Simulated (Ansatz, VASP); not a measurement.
# HfB2: VASP beside Ansatz

One calculation is typed for both programs; each brings its own data sets. How far apart do they land? Of the first pair: The structure shown is the end of the Ansatz relaxation below.

Main program and level: Ansatz 0.2.0; plane waves, with VASP 6.6.1 beside it; single point at PBEsol and zone-centre phonons at PBEsol.

## Step 1: Starting point

The structure is hexagonal, space group P6/mmm (No. 191). The conventional cell has a = 3.183 Å, b = 3.183 Å, c = 3.527 Å, α = 90.00°, β = 90.00°, γ = 120.00°. B has 3 B at 1.84 Å and 6 Hf at 2.55 Å nearest. Hf has 12 B at 2.55 Å nearest. Farther neighbours are not listed.

## Step 2: Ansatz: relaxation, PBEsol

Ansatz runs on its PAW soft_1 files.

This run makes the geometry at which the two programs are then compared.

File input.yaml:

```yaml
crystal:
  lattice:
    - [3.1848865319, 0.0, 0.0]
    - [-1.5924432659, 2.7581926448, 0.0]
    - [0.0, 0.0, 3.5227636625]
  atoms:
    - { symbol: B, position: [0.3333333333, 0.6666666667, 0.5] }
    - { symbol: B, position: [0.6666666667, 0.3333333333, 0.5] }
    - { symbol: Hf, position: [0.0, 0.0, 0.0] }
kpoints:
  mp_grid: { grid: [15, 15, 12] }
hamiltonian:
  xc: pbesol
  pseudopotentials: { kind: paw, azcp: { folder: soft_1 }, xc_functional: pbe }
scf:
  occupations: { method: methfessel_paxton, width: 0.2 }
output:
  forces: true
  stress: true
  eigenvalues: true
relax:
  adjacent_minimum: "off"
  f_tol: 0.001
  max_steps: 60
  cell: { stress_tol: 0.01, fix: [volume] }
```

Command:

```bash
ansatz run input.yaml --threads 4 --pin off --max-ram 10240MiB --backend cpu --events-out ev --progress --plain --runs-dir out
```

Numbers of over 12 decimals in the logs are rounded to 6 here.

What it wrote:

```text
Engine: ansatz 0.2.0, aarch64-unknown-linux-gnu
Pseudopotentials: kind: paw
Pseudopotential: B, paw, valence charge 3, recommended cutoff 420 eV (normal), soft_1/B.paw.azcp
Pseudopotential: Hf, paw, valence charge 26, recommended cutoff 420 eV (normal), soft_1/Hf.paw.azcp
Functional definition: PBEsol
  exchange = pbesol_x
  correlation = pbesol_c
Crystal: 3 atoms, lattice volume = 30.946 Å³
Basis set: ecut = 420 eV, 575 PW (Γ), exchange–correlation on 48×48×48 points (8 copies of the dense FFT grid, shifted against one another)
Bands: 20, of which v1, the nominal top of the filled ones, is band 16 counted from 1 (15 counted from 0)
Symmetry: 24 space group operations
Space group: P6/mmm (ITA 191), of the structure as read, at distance tolerance 3.1e-5 Å
k-points: 189 of 2700
Non-local potential: B, projectors of the file, l = 0: 2, l = 1: 2, l = 2: 1
Non-local potential: Hf, projectors of the file, l = 0: 3, l = 1: 2, l = 2: 2, l = 3: 3
PAW form: soft (Blöchl's): semilocal exchange-correlation on the pseudo side does not see the compensation charge
PAW frozen core: B, regenerated for the run's functional, and the local potential with it (the file was generated under x = pbe(κ = 0.804, μ = 0.219515), c = pbe(β = 0.066725))
PAW frozen core: Hf, regenerated for the run's functional, and the local potential with it (the file was generated under x = pbe(κ = 0.804, μ = 0.219515), c = pbe(β = 0.066725))
PAW one-centre angular grid: B, 110 points (default); XC on 64 Gauss nodes
PAW one-centre angular grid: Hf, 590 points (default); XC on 64 Gauss nodes
Initial density: superposition of atomic densities (chi_scale 0.1, normalization cell, long waves kept (reshape's long-wave potential 0.00 eV rms))
Initial wavefunctions: pseudopotential atomic-orbital guess
Functional: x = pbesol(κ = 0.804, μ = 0.123457), c = pbesol(β = 0.046)
SCF iter   1: F=—  HF=-15907.837810 eV  |F-HF|=—  |Δ(HF+E_count)|=         —  Δρ=5.98e-2  dr2=1.75e0  ethr=3.10e-3  ⟨swp⟩=4.5  Hψ=15030  notcnv=0
preconditioner: auto → none  [metal: Δε(μ)=0.044 eV  Ē_g=16.533 eV  σ=0.200 eV  W_gap=0.18  n_scr=8 (ndim 8)  ℏωp=36.6 eV  f_vac=0.000  D(μ)=0.25/eV (n_scr^D=0)  sad-step TF]
SCF iter   2: F=—  HF=-15907.473569 eV  |F-HF|=—  |Δ(HF+E_count)|=   3.64e-1  S|Δr|=    0.00e0  Δρ=3.19e-2  dr2=5.08e-1  ethr=3.10e-3  ⟨swp⟩=3.2  Hψ=7969  notcnv=0  defer=2
SCF iter   3: F=—  HF=-15907.357423 eV  |F-HF|=—  |Δ(HF+E_count)|=   1.16e-1  S|Δr|=    0.00e0  Δρ=1.02e-2  dr2=2.20e-2  ethr=1.59e-3  ⟨swp⟩=2.3  Hψ=7817  notcnv=0  defer=1
SCF iter   4: F=—  HF=-15907.302917 eV  |F-HF|=—  |Δ(HF+E_count)|=   5.45e-2  S|Δr|=    0.00e0  Δρ=2.83e-3  dr2=1.21e-3  ethr=6.87e-5  ⟨swp⟩=2.8  Hψ=8186  notcnv=0
SCF iter   5: F=—  HF=-15907.305624 eV  |F-HF|=—  |Δ(HF+E_count)|=   2.71e-3  S|Δr|=    0.00e0  Δρ=7.92e-4  dr2=2.71e-4  ethr=3.77e-6  ⟨swp⟩=2.0  Hψ=6873  notcnv=0
SCF iter   6: F=—  HF=-15907.305440 eV  |F-HF|=—  |Δ(HF+E_count)|=   1.84e-4  S|Δr|=    0.00e0  Δρ=1.42e-4  dr2=1.26e-5  ethr=8.46e-7  ⟨swp⟩=2.0  Hψ=6831  notcnv=0
SCF iter   7: F=—  HF=-15907.305431 eV  |F-HF|=—  |Δ(HF+E_count)|=   9.07e-6  S|Δr|=    0.00e0  Δρ=2.65e-5  dr2=1.73e-7  ethr=3.95e-8  ⟨swp⟩=2.2  Hψ=5313  notcnv=0
SCF iter   8: F=-15907.305431 eV  HF=-15907.305431 eV  |F-HF|=7.93e-10  |Δ(HF+E_count)|=   2.17e-8  S|Δr|=    0.00e0  Δρ=2.91e-6  dr2=8.30e-10  ethr=3.13e-10  ⟨swp⟩=7.0  Hψ=20193  notcnv=0
SCF 1 converged in 8 iterations: F = -15907.305431 eV  dr2 = 8.30e-10
  greatest PAW one-centre occupation: 0.998 electrons in one spin orbital (limit 2), on the Hf atom at site 2 (counted from 0), in its partial waves of l = 0
relax step   1: F+E_penalty+E_count = -15907.30543106 eV  Δ(F+E_penalty+E_count) = +0.000e0 eV  max|allowed force component| = 1.480e-16 eV/Å  Δτ_max = 0.0000 Å  P = -13.595 GPa  Ω = 30.946 Å³  fix = [volume]  reactions: volume -13.595 GPa  (8 SCF iters, dr2 threshold 1.00e-7 eV, accepted)
[...]
relax step   2: F+E_penalty+E_count = -15907.30549063 eV  Δ(F+E_penalty+E_count) = -5.958e-5 eV  max|allowed force component| = 1.727e-16 eV/Å  Δτ_max = 0.0000 Å  P = -13.541 GPa  Ω = 30.946 Å³  energy of the carried Pulay correction = +2.391e-6 eV  fix = [volume]  reactions: volume -13.541 GPa  (4 SCF iters, dr2 threshold 3.00e-7 eV, accepted)
[...]
relax step   3: F+E_penalty+E_count = -15907.30550128 eV  Δ(F+E_penalty+E_count) = -1.065e-5 eV  max|allowed force component| = 2.220e-16 eV/Å  Δτ_max = 0.0000 Å  P = -13.556 GPa  Ω = 30.946 Å³  energy of the carried Pulay correction = +1.698e-6 eV  fix = [volume]  reactions: volume -13.556 GPa  (3 SCF iters, dr2 threshold 6.48e-8 eV, accepted)
[...]
relax step   4: F+E_penalty+E_count = -15907.30549591 eV  Δ(F+E_penalty+E_count) = +5.374e-6 eV  max|allowed force component| = 3.207e-16 eV/Å  Δτ_max = 0.0000 Å  P = -13.557 GPa  Ω = 30.946 Å³  fix = [volume]  reactions: volume -13.557 GPa  stress off target by 1.20e-3 GPa on what of the cell is left free  SCF on the basis re-selected at this cell (its energy is not comparable with the rows above)  (6 SCF iters)
basis re-selected at this cell: Δ(F+E_penalty+E_count) = +5.374e-6 eV, ΔP = -0.001 GPa vs the last step (what re-selecting the basis moved, of the pressure what is left beyond the Pulay correction that the steps carried, after the strain that the cell walked since its last selection, with what the two solves' SCF thresholds leave and, on support functions, any second-order correction that the steps lacked; it is no m [...]
SCF converged after 6 iterations
Stability not checked: this state was not tested for a lower state beside it, because cold or Methfessel-Paxton smearing, or corrected tetrahedra, fill the levels in a way that the test cannot read (fill_not_monotonic; see scf.lower_state_search)
Free energy (F): -15907.305496 eV
Harris-Foulkes:  -15907.305496 eV  (|F-HF|=1.09e-11)
Internal energy: -15907.305971 eV  (E = F + TS)
E sigma→0 (E₀):  -15907.305615 eV
Entropy (-TS):   0.000475 eV (0.158 meV/atom)
Fermi energy:    18.301471 eV
--- Per-component energies (eV) ---
  E_band       = 56.294511
  E_kinetic    = 506.916902
  E_local      = -6631.635854  (includes V_loc(G=0)·N_el)
  E_nonlocal   = 81.616326
  E_hartree    = 3249.978261
  E_xc         = -330.821559
  E_vxc        = -333.144058  (∫ρ·V_xc dr)
  E_paw        = -7726.516123  (= ΣΔE_a)
  E_vpaw       = -67.415464  (= ΣTr[D̂ρ^β])
  E_aug_tail   = 0.000141  (compensation charges beyond the density's cutoff)
  E_ewald      = -5058.124543
  E_core_change = 1.280478  (= ΣΔE_core)
  E_smearing   = 0.000475  (= −TS)
  E_closure    = -0.000000  (closes the sum)
  Σ components = -15907.305496   (vs F -15907.305496, Δ=0.00e0)
--- Forces (eV/Å), atoms counted from 1 ---
  atom   1  B      0.00000000    -0.00000000     0.00000000
  atom   2  B      0.00000000     0.00000000    -0.00000000
  atom   3  Hf     0.00000000     0.00000000     0.00000000
  max |Σ_I F_I| component: 3.70e-17 eV/Å
--- Stress (GPa, compression-positive) ---
      -13.557475      -0.000000      -0.000000
       -0.000000     -13.557475      -0.000000
       -0.000000      -0.000000     -13.555678
  P = ⅓ Tr σ = -13.5569 GPa (-135.569 kbar)
--- Band table (eV; the first three rows and the last of 189) ---
  k-point 0: bands = [... 12 lower, 15.3398, 15.4689, 15.4689, 15.5673, 22.0587, 22.0587, 22.7106, 22.7106]
  k-point 1: bands = [... 12 lower, 14.3954, 15.5379, 15.5379, 16.4686, 21.3023, 21.3023, 22.4846, 22.4846]
  k-point 2: bands = [... 12 lower, 13.3158, 15.7421, 15.7421, 17.4439, 20.3574, 20.3574, 21.8881, 21.8881]
  k-point 188: bands = [... 12 lower, 9.3855, 12.8686, 15.1511, 15.1511, 22.3812, 23.3732, 24.7979, 24.7979]
--- Relaxed structure (3 steps of the walk, 3 accepted, 1 SCFs on fresh bases) ---
  F+E_penalty+E_count = -15907.30549591 eV   max|allowed force component| = 3.207e-16 eV/Å   (the final SCF, on the basis selected at the relaxed cell)
  cell:  # Å, volume = 30.9458 Å³
    - [3.182978, -2.8850191461891796e-11, 0]
    - [-1.591489, 2.756540, 0]
    - [0, 0, 3.526988]
  atoms:
    - { symbol: B, position: [0.333333, 0.666667, 0.500000] }
    - { symbol: B, position: [0.666667, 0.333333, 0.500000] }
    - { symbol: Hf, position: [0, 0, 0] }
```

## Step 3: VASP: single point, PBEsol

The same cell, functional, mesh and smearing now go to VASP, with its own data sets.

Lines of VASP's logs that name or quote its potential files are left out, and so is its time.

File INCAR:

```
SYSTEM = HfB2
PREC = Accurate
ENCUT = 500
EDIFF = 1E-06
NELM = 120
ISMEAR = 1
SIGMA = 0.2
LREAL = .FALSE.
ALGO = Normal
GGA = PS
NBANDS = 14
LASPH = .TRUE.
LORBIT = 11
LWAVE = .FALSE.
LCHARG = .FALSE.
ISIF = 2
GGA_COMPAT = .FALSE.
KPAR = 2
```

File POSCAR:

```
HfB2
1.0
    3.1829784966      0.0000000000      0.0000000000
   -1.5914892483      2.7565402378      0.0000000000
    0.0000000000      0.0000000000      3.5269883671
B Hf
2 1
Direct
    0.3333333333      0.6666666667      0.5000000000
    0.6666666667      0.3333333333      0.5000000000
    0.0000000000      0.0000000000      0.0000000000
```

File KPOINTS:

```
Automatic mesh
0
Gamma
15 15 12
0 0 0
```

Potentials, in the order of the species: B and Hf_pv (PBE family, release 64).

Command:

```bash
mpirun -np 2 vasp_std
```

What it wrote:

```text
[banner, memory and clock lines left out]
running    2 mpi-ranks, on    1 nodes
 distrk:  each k-point on    1 cores,    2 groups
 distr:  one band on    1 cores,    1 groups

 POSCAR found type information on POSCAR B Hf
 POSCAR found :  2 types and       3 ions
|                                                                             |
|               ----> ADVICE to this user running VASP <----                  |
|                                                                             |
|     You enforced a specific xc type in the INCAR file but a different       |
|     [... a line on the potential file left out ...]
|     I HOPE YOU KNOW WHAT YOU ARE DOING!                                     |
|                                                                             |

 LDA part: xc-table for (Slater+PW92), standard interpolation
 POSCAR, INCAR and KPOINTS ok, starting setup
 FFT: planning ... GRIDC
 FFT: planning ... GRID_SOFT
 FFT: planning ... GRID
 WAVECAR not read
 entering main loop
       N       E                     dE             d eps       ncg     rms          rms(c)
DAV:   1     0.262621433424E+02    0.26262E+02   -0.79031E+03  5292   0.104E+03
DAV:   2    -0.283802477829E+02   -0.54642E+02   -0.51060E+02  6848   0.222E+02
DAV:   3    -0.299409302342E+02   -0.15607E+01   -0.15506E+01  7188   0.281E+01
DAV:   4    -0.299493377472E+02   -0.84075E-02   -0.84062E-02  6078   0.247E+00
DAV:   5    -0.299493999051E+02   -0.62158E-04   -0.62145E-04  7134   0.181E-01    0.499E+01
DAV:   6    -0.278944509875E+02    0.20549E+01   -0.32862E+00  6474   0.120E+01    0.366E+01
DAV:   7    -0.278472368258E+02    0.47214E-01   -0.10442E+00  6738   0.708E+00    0.109E+01
DAV:   8    -0.277914106427E+02    0.55826E-01   -0.27091E-01  6336   0.371E+00    0.147E+00
DAV:   9    -0.277870912415E+02    0.43194E-02   -0.23596E-02  6240   0.118E+00    0.402E-01
DAV:  10    -0.277868285950E+02    0.26265E-03   -0.10136E-03  6540   0.263E-01    0.252E-01
DAV:  11    -0.277868367098E+02   -0.81148E-05   -0.72606E-05  6546   0.655E-02    0.939E-02
DAV:  12    -0.277868340818E+02    0.26279E-05   -0.44804E-06  6210   0.163E-02    0.109E-02
DAV:  13    -0.277868341522E+02   -0.70353E-07   -0.28715E-07  2982   0.444E-03
   1 F= -.27786834E+02 E0= -.27786987E+02  d E =0.458619E-03
```

From OUTCAR (step 3):

```text
ion  position               nearest neighbor table
   1  0.333  0.667  0.500-   2 1.84   2 1.84   2 1.84   3 2.55   3 2.55   3 2.55   3 2.55   3 2.55
                             3 2.55
   2  0.667  0.333  0.500-   1 1.84   1 1.84   1 1.84   3 2.55   3 2.55   3 2.55   3 2.55   3 2.55
                             3 2.55
   3  0.000  0.000  0.000-   1 2.55   2 2.55   1 2.55   2 2.55   2 2.55   2 2.55   1 2.55   1 2.55
                             2 2.55   2 2.55   1 2.55   1 2.55

  LATTYP: Found a hexagonal cell.
 ALAT       =     3.1829784966
 C/A-ratio  =     1.1080779750

 Subroutine GETGRP returns: Found 24 space group operations
 (whereof 24 operations were pure point group operations)

The static configuration has the point symmetry D_6h.

 Found    189 irreducible k-points:

   k-points           NKPTS =    189   k-points in BZ     NKDIM =    189   number of bands    NBANDS=     14

   dimension x,y,z NGX =    24 NGY =   24 NGZ =   28
   dimension x,y,z NGXF=    48 NGYF=   48 NGZF=   56

   ENCUT  =  500.0 eV  36.75 Ry    6.06 a.u.   5.80  5.80  6.43*2*pi/ulx,y,z

   NELECT =      16.0000    total number of electrons

 k-points in reciprocal lattice and weights: Automatic mesh
   0.00000000  0.00000000  0.00000000       0.000
   0.06666667  0.00000000  0.00000000       0.002
   0.13333333  0.00000000  0.00000000       0.002
   0.20000000 -0.00000000  0.00000000       0.002
   0.26666667  0.00000000  0.00000000       0.002
   0.33333333  0.00000000  0.00000000       0.002
   0.40000000  0.00000000  0.00000000       0.002
   0.46666667 -0.00000000  0.00000000       0.002
   0.06666667  0.06666667  0.00000000       0.002
[...]
0.33333333  0.26666667  0.50000000       0.004
   0.33333333  0.33333333  0.50000000       0.001

 average (electrostatic) potential at core
       1 -25.6110       2 -25.6110       3 -34.6549

 E-fermi :   7.2420

 k-point     1 :       0.0000    0.0000    0.0000
  band No.  band energies     occupation
    ...
      4      -6.2559      2.00000
      5       4.2957      2.00000
      6       4.4305      2.00000
      7       4.4305      2.00000
      8       4.4798      2.00000
      9      11.0267     -0.00000
     10      11.0267     -0.00000
     11      11.6853      0.00000
     12      11.6853      0.00000
     13      11.9939      0.00000
    ...

 k-point     2 :       0.0667    0.0000    0.0000
  band No.  band energies     occupation
    ...
      4      -6.1632      2.00000
      5       4.1520      2.00000
      6       4.3908      2.00000
      7       4.4017      2.00000
      8       4.4234      2.00000
      9      10.8775     -0.00000
     10      10.9630     -0.00000
     11      11.1495     -0.00000
     12      11.1662     -0.00000
     13      12.3403      0.00000
    ...

 k-point     3 :       0.1333    0.0000    0.0000
  band No.  band energies     occupation
    ...
      4      -5.8911      2.00000
      5       3.4456      2.00000
      6       4.1991      2.00000
      7       4.3912      2.00000
      8       4.6396      2.00000
      9       9.9379     -0.00000
     10      10.7897     -0.00000
     11      10.8093     -0.00000
     12      11.3684      0.00000
     13      12.8016      0.00000
    ...

  Total       -2.6696558     -2.6696558     -2.6435018      0.0000000      0.0000000      0.0000000
  in kB     -138.2177399   -138.2177399   -136.8636522      0.0000000      0.0000000      0.0000000
  external PRESSURE =    -137.7663773 kB  Pullay stress =       0.0000000 kB

  energy-cutoff  :      500.00
  volume of cell :       30.95
      direct lattice vectors                 reciprocal lattice vectors
     3.182978497  0.000000000  0.000000000     0.314171145  0.181386795  0.000000000
    -1.591489248  2.756540238  0.000000000     0.000000000  0.362773591  0.000000000
     0.000000000  0.000000000  3.526988367     0.000000000  0.000000000  0.283528012

 POSITION                                       TOTAL-FORCE (eV/Angst)
 -----------------------------------------------------------------------------------
     -0.00000      1.83769      1.76349         0.000000     -0.000000      0.000000
      1.59149      0.91885      1.76349        -0.000000      0.000000      0.000000
      0.00000      0.00000      0.00000        -0.000000      0.000000      0.000000
 -----------------------------------------------------------------------------------
    total drift:                               -0.000000      0.000000      0.000000

  FREE ENERGIE OF THE ION-ELECTRON SYSTEM (eV)
  ---------------------------------------------------
  free  energy   TOTEN  =       -27.7868341522 eV

  energy  without entropy=      -27.7872927712  energy(sigma->0) =      -27.78698703

 total charge
# of ion       s       p       d       tot
------------------------------------------
    1        0.650   1.230   0.000   1.880
    2        0.650   1.230   0.000   1.880
    3        0.288   6.544   1.790   8.623
--------------------------------------------------
tot          1.588   9.005   1.790  12.383

[... 3 further parts left out ...]
```

The run ends at a pressure of -13.78 GPa.

## Step 4: Comparison

Known differences besides the potentials themselves: the data sets hold 32 valence electrons in Ansatz (on its PAW soft_1 files) and 16 in VASP; the cutoff is 420 eV in Ansatz and 500 eV in VASP; Ansatz makes its cores anew for this functional, VASP keeps those of its PBE data sets; Ansatz's pressure holds a Pulay correction, VASP's none. Total energies have different zeros and are not compared.

Compared:

| quantity | Ansatz | VASP | difference |
| --- | --- | --- | --- |
| pressure (GPa) | -13.56 | -13.78 | +0.22 |

(Continued in part 2 of 2.)

[Lines on the potential files, build, host, timing and source positions are cut from VASP's logs without a mark.]

[Logs are printed without paths, hosts, clocks, repeated set-up lines and the standing remarks that a program may print on its own settings, such as how far it seeks lower states.]

[Hosts, paths, dates, database ids (printed as entryN), source tags and the programs' standing remarks are cut or masked in the printed files.]
